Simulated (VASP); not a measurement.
Output of a VASP run:

### OSZICAR
```
       N       E                     dE             d eps       ncg     rms          rms(c)
DAV:   1    -0.609203928634E+03   -0.60920E+03   -0.11304E+01   364   0.786E+00    0.157E+01
DAV:   2    -0.609277954628E+03   -0.74026E-01   -0.29291E-01   386   0.116E+00    0.114E+01
DAV:   3    -0.609259214311E+03    0.18740E-01   -0.13439E-02   416   0.270E-01    0.669E+00
DAV:   4    -0.609252582467E+03    0.66318E-02   -0.53008E-03   400   0.151E-01    0.383E+00
DAV:   5    -0.609250567616E+03    0.20149E-02   -0.12563E-03   410   0.689E-02    0.219E+00
DAV:   6    -0.609249863515E+03    0.70410E-03   -0.30486E-04   402   0.430E-02    0.125E+00
DAV:   7    -0.609249641802E+03    0.22171E-03   -0.16947E-04   394   0.314E-02    0.706E-01
DAV:   8    -0.609249574564E+03    0.67238E-04   -0.29943E-05   250   0.140E-02    0.408E-01
DAV:   9    -0.609249553964E+03    0.20600E-04   -0.13185E-05   234   0.999E-03    0.233E-01
DAV:  10    -0.609249549094E+03    0.48693E-05   -0.53247E-06   216   0.611E-03
   1 F= -.60924955E+03 E0= -.60924955E+03  d E =-.268933E-13
```

**OUTCAR**
```
------------------------ aborting loop because EDIFF is reached ----------------------------------------
  volume of cell :      755.65
      direct lattice vectors                 reciprocal lattice vectors
     4.640980826 -8.038414841  0.000000000     0.107735847 -0.062201318  0.000000000
     4.640980826  8.038414841  0.000000000     0.107735847  0.062201318  0.000000000
     0.000000000  0.000000000 10.127683410     0.000000000  0.000000000  0.098739263
  FREE ENERGIE OF THE ION-ELECTRON SYSTEM (eV)
  ---------------------------------------------------
  free  energy   TOTEN  =      -609.2495490944 eV

  energy  without entropy=     -609.2495490944  energy(sigma->0) =     -609.24954909

  exchange ACFDT corr.  =         0.00000000  see jH, gK, PRB 81, 115126
```
(Selected blocks of OUTCAR.)

POSCAR:
```
C35NSi36
1
    4.6409808260    -8.0384148411     0.0000000000
    4.6409808260     8.0384148411     0.0000000000
    0.0000000000     0.0000000000    10.1276834096
Si C N
36 35 1
Direct
  0.9989274544   0.0004424074   0.0011997108
  0.9996027521   0.9996734394   0.5003263947
  0.2217709540   0.1110818232   0.7503897045
  0.1100217571   0.2212194191   0.2526778339
  0.9993455656   0.3314479305   0.0012576879
  0.9997816326   0.3327051725   0.5003869805
  0.2221382804   0.4434304697   0.7504206371
  0.1110498123   0.5552213782   0.2513544437
  0.0001198478   0.6665642255   0.0006669832
  0.9995691015   0.6661801133   0.5005020081
  0.2222562421   0.7774862815   0.7502939343
  0.1108684899   0.8883673417   0.2513695803
  0.3333183169   0.9997266446   0.0007238634
  0.3334525775   0.9999656960   0.5004944908
  0.5563508268   0.1112898251   0.7505338839
  0.4461995028   0.2254316732   0.2506528323
  0.3352024988   0.3337939285   0.0004570637
  0.3286125505   0.3304670422   0.4998190687
  0.5554337331   0.4439898640   0.7545615488
  0.4460637898   0.5531198492   0.2506062691
  0.3334175601   0.6665042937   0.0006629054
  0.3334109805   0.6659710995   0.5004518081
  0.5563726040   0.7778489360   0.7504298909
  0.4443447066   0.8885198404   0.2515796597
  0.6683996509   0.0006442516   0.0013250310
  0.6667668697   0.9997929150   0.5004740306
  0.8889188600   0.1108798232   0.7524155873
  0.7782488416   0.2215001982   0.2527809549
  0.6658419773   0.3341426678   0.0005223386
  0.6688571377   0.3306569052   0.4999130603
  0.8885703565   0.4433535325   0.7504406462
  0.7739936438   0.5533353417   0.2505153905
  0.6654153349   0.6642059367   0.0004517201
  0.6685105398   0.6704202995   0.4999776049
  0.8882708317   0.7776133009   0.7504041279
  0.7779233139   0.8892937743   0.2527442521
  0.0001546484   0.9992545645   0.8131496086
  0.9999917655   0.9991965796   0.3136544981
  0.2235656789   0.1117925362   0.5618885162
  0.1112031764   0.2218576091   0.0624208070
  0.0005625588   0.3337181451   0.8132480057
  0.0002894503   0.3335133116   0.3137033187
  0.2237029431   0.4442513438   0.5619150366
  0.1110825338   0.5551868010   0.0618000139
  0.9995916642   0.6661213024   0.8124315421
  0.9987278232   0.6655992951   0.3128057803
  0.2222063237   0.7773885824   0.5616808367
  0.1109323331   0.8888029110   0.0618041777
  0.3335061944   0.0001143931   0.8124807717
  0.3336194941   0.0005982423   0.3128881923
  0.5551637952   0.1120465574   0.5620000448
  0.4445230122   0.2218172401   0.0616024506
  0.3330360719   0.3327030467   0.8122118526
  0.3338439970   0.3330847605   0.3130468513
  0.4441009943   0.5550319070   0.0615592120
  0.3337193083   0.6662851764   0.8124245796
  0.3337886103   0.6657005253   0.3128206101
  0.5550941904   0.7757499839   0.5619108272
  0.4447241633   0.8887938728   0.0619711285
  0.6661183697   0.9994672262   0.8132966491
  0.6660765408   0.9994538259   0.3138404767
  0.8887265381   0.1107149928   0.5627205065
  0.7779232590   0.2221601546   0.0624730124
  0.6668404315   0.3330009146   0.8122507081
  0.6662249517   0.3333992007   0.3130562981
  0.8876590933   0.4444898532   0.5619330861
  0.7780191780   0.5555094596   0.0615107484
  0.6665901685   0.6663165420   0.8121762362
  0.6660514530   0.6653520841   0.3130765637
  0.8873315953   0.7756780431   0.5618850233
  0.7774195704   0.8882237286   0.0624037531
  0.5553252246   0.4438576462   0.5625773479
```

Task: Reconstruct the remaining input files.

Result: Several could match; the one computed here: the input of the run itself, HSE06 screened hybrid, plane waves, VASP's PBE PAW potentials (set 64).

**INCAR**
```
AEXX = 0.25
ALGO = Normal
EDIFF = 1E-5
ENCUT = 400
GGA = PE
HFSCREEN = 0.2
ISIF = 0
ISMEAR = 0
ISYM = 0
LASPH = T
LCHARG = F
LHFCALC = T
LREAL = Auto
LWAVE = F
NELECT = 290.0
NELM = 50
NELMIN = 4
PREC = Normal
PRECFOCK = Fast
SIGMA = 0.05
SYSTEM = C35NSi36
```

**KPOINTS**
```
Automatic mesh
0
Gamma
1 1 1
0 0 0
```

POTCAR, in this order: Si C N (PBE.64 set). Program: vasp_gam. Read from the step before: WAVECAR.

The cell is charged, with a uniform compensating background. The supercell is sampled at Γ alone, which is coarse: total energies, pressure and levels can be off, energies of defects by several tenths of an eV.

The cell is a supercell with a defect, built from SiC (4h): N_C, charge -1. The cell's shape comes from a PBE relaxation. The run is not spin-polarised, so no state with unpaired spins was tried.
